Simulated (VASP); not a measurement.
Crystal: Sc2InSb3.

```
CELL_PARAMETERS angstrom
4.36637 0.00272 0.01584
-4.36166 7.20934 -0.03047
0.03990 -0.02128 10.77389
ATOMIC_POSITIONS crystal
Sc 0.65817 0.14750 0.67516
Sc 0.66499 0.66707 0.66341
Sc 0.29296 0.32068 0.34725
Sc 0.32530 0.85860 0.32238
In 0.00213 0.98269 0.99255
In 0.00979 0.51379 0.98650
Sb 0.29608 0.31798 0.80767
Sb 0.35369 0.83371 0.80995
Sb 0.66023 0.16762 0.17969
Sb 0.66605 0.65887 0.17538
Sb 0.02141 0.99972 0.49088
Sb 0.96371 0.46853 0.47154
```

The cell was built by a generator and needn't be a form met in nature.

| Quantity | Value |
| --- | --- |
| Program | VASP 6.6.1 |
| Task | relaxation of cell and atoms |
| Functional | PBE |
| Potentials or basis | VASP PAW PBE potentials, release 64 (Sc_sv, In_d, Sb) |
| Cutoff | 520 eV |
| k mesh | 6 × 6 × 2 |
| Occupations | gaussian, width 0.15 eV |
| Spin | no spin polarisation |

At the start: pressure -0.2 GPa; volume 28.27 Å³/atom.

Task: Where does the relaxation end?

Result: Over 19 steps the energy falls by 109.3 meV/atom and the volume is 26.98 Å³/atom (-4.6 %); space group P-1 (No. 2, to 0.05 Å).

Step by step:
```csv
step,energy change (eV),largest force (eV/Å),pressure (GPa),volume (Å³)
1,0.0000,2.0735,-0.19,339.27
2,-0.7392,1.3125,-1.27,337.59
3,-1.0557,0.6145,-1.51,335.06
4,-1.2026,0.4750,1.02,318.41
5,-1.2066,0.4584,0.71,320.44
6,-1.2713,0.2444,0.01,323.71
7,-1.2733,0.2268,-0.11,324.37
8,-1.2926,0.1756,-0.03,323.87
9,-1.2972,0.1366,0.04,323.55
10,-1.2974,0.1403,0.05,323.48
11,-1.3028,0.0976,-0.05,323.98
12,-1.3054,0.0766,-0.14,324.39
13,-1.3063,0.0825,-0.27,325.22
14,-1.3066,0.0695,-0.22,324.87
15,-1.3093,0.0696,0.10,323.24
16,-1.3093,0.0705,0.08,323.23
17,-1.3109,0.0497,0.03,323.51
18,-1.3115,0.0320,-0.02,323.81
19,-1.3122,0.0265,-0.02,323.75
```

Final structure:
```
Sc In Sb
1.0
     4.20286    0.00014   -0.00186
    -4.20159    7.26702   -0.00612
    -0.00362   -0.01801   10.59971
Sc In Sb
4 2 6
Direct
  0.66109 0.16442 0.65030
  0.65807 0.65823 0.65200
  0.32394 0.32516 0.33626
  0.32645 0.83095 0.33521
  0.99407 0.99168 0.99560
  0.99538 0.49827 0.99189
  0.32249 0.32563 0.81535
  0.33208 0.83058 0.81266
  0.66295 0.16357 0.17196
  0.65389 0.65897 0.17408
  0.98911 0.99311 0.49488
  0.99497 0.49620 0.49218
```
